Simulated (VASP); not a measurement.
Calculation: PBEsol GGA, VASP's PBE PAW potentials (set 64) (plane waves; VASP).

A VASP calculation is set up with these files.

POSCAR:
```
MgO
1.0
  0.0000000000   2.0084746801   2.0084746801
  2.0084746801   0.0000000000   2.0084746801
  2.0084746801   2.0084746801   0.0000000000
Mg O
1 1
direct
  0.0000000000   0.0000000000   1.0000000000
  0.5000000000   0.5000000000   0.5000000000
```

**INCAR**
```
# general
SYSTEM  = MgO
PREC    = Accurate
ENCUT   = 600   # plane-wave cut-off (eV)
LREAL   = .FALSE.   # projection in real space or not
LASPH   = .TRUE.

# electronic loop
EDIFF   = 1E-7   # SCF stop (eV)
NELM    = 100
ALGO    = Normal   # blocked Davidson

# smearing
ISMEAR  = 0
SIGMA   = 0.05   # width (eV)

# functional
GGA     = PS

# ions
IBRION  = 2
NSW     = 40   # most ionic steps
ISIF    = 3   # ions, shape and volume
EDIFFG  = -0.01   # ionic stop
PSTRESS = 300

# output
LWAVE   = .FALSE.
LCHARG  = .FALSE.
```

### KPOINTS
```
Automatic mesh
0
Gamma
10 10 10
0 0 0
```

POTCAR, in this order: Mg O (PBE.64 set). Program: vasp_std.

The resulting files:

OSZICAR:
```
       N       E                     dE             d eps       ncg     rms          rms(c)
DAV:   1     0.145564193687E+02    0.14556E+02   -0.54015E+03   888   0.101E+03
DAV:   2    -0.134253996864E+02   -0.27982E+02   -0.26680E+02   888   0.155E+02
DAV:   3    -0.137615807746E+02   -0.33618E+00   -0.33618E+00   976   0.178E+01
DAV:   4    -0.137621238752E+02   -0.54310E-03   -0.54310E-03  1008   0.620E-01
DAV:   5    -0.137621244953E+02   -0.62013E-06   -0.62013E-06  1000   0.122E-02    0.690E+00
DAV:   6    -0.123456486712E+02    0.14165E+01   -0.80588E+00   752   0.210E+01    0.207E+00
DAV:   7    -0.123203808567E+02    0.25268E-01   -0.27347E-02   832   0.212E+00    0.126E+00
DAV:   8    -0.123074236580E+02    0.12957E-01   -0.13338E-02   776   0.187E+00    0.102E-01
DAV:   9    -0.123074182962E+02    0.53619E-05   -0.17332E-04  1048   0.119E-01    0.527E-02
DAV:  10    -0.123074508687E+02   -0.32573E-04   -0.26270E-05   768   0.608E-02    0.244E-03
DAV:  11    -0.123074507306E+02    0.13818E-06   -0.64736E-07  1016   0.659E-03    0.975E-04
DAV:  12    -0.123074507626E+02   -0.32082E-07   -0.15709E-08   512   0.168E-03
   1 F= -.92732819E+01 E0= -.92732819E+01  d E =-.927328E+01
```

OUTCAR:
```
------------------------ aborting loop because EDIFF is reached ----------------------------------------
  FORCE on cell =-STRESS in cart. coord.  units (eV):
  Direction    XX          YY          ZZ          XY          YZ          ZX
  --------------------------------------------------------------------------------------
  Total        3.0414751      3.0414751      3.0414751      0.0000000     -0.0000000      0.0000000
  in kB      300.7223969    300.7223969    300.7223969      0.0000000     -0.0000000      0.0000000
  external PRESSURE =       0.7223969 kB  Pullay stress =     300.0000000 kB
  volume of cell :       16.20
      direct lattice vectors                 reciprocal lattice vectors
     0.000000000  2.008474680  2.008474680    -0.248945135  0.248945135  0.248945135
     2.008474680  0.000000000  2.008474680     0.248945135 -0.248945135  0.248945135
     2.008474680  2.008474680  0.000000000     0.248945135  0.248945135 -0.248945135
  FREE ENERGIE OF THE ION-ELECTRON SYSTEM (eV)
  ---------------------------------------------------
  free  energy   TOTEN  =       -12.3074507626 eV

  energy  without entropy=      -12.3074507626  energy(sigma->0) =      -12.30745076
  enthalpy is  TOTEN    =        -9.2732818703 eV   P V=        3.0341688923

 reached required accuracy - stopping structural energy minimisation
```
(Selected blocks of OUTCAR.)

The compound is MgO in the rock salt structure. It was relaxed first under an external pressure of 30 GPa.
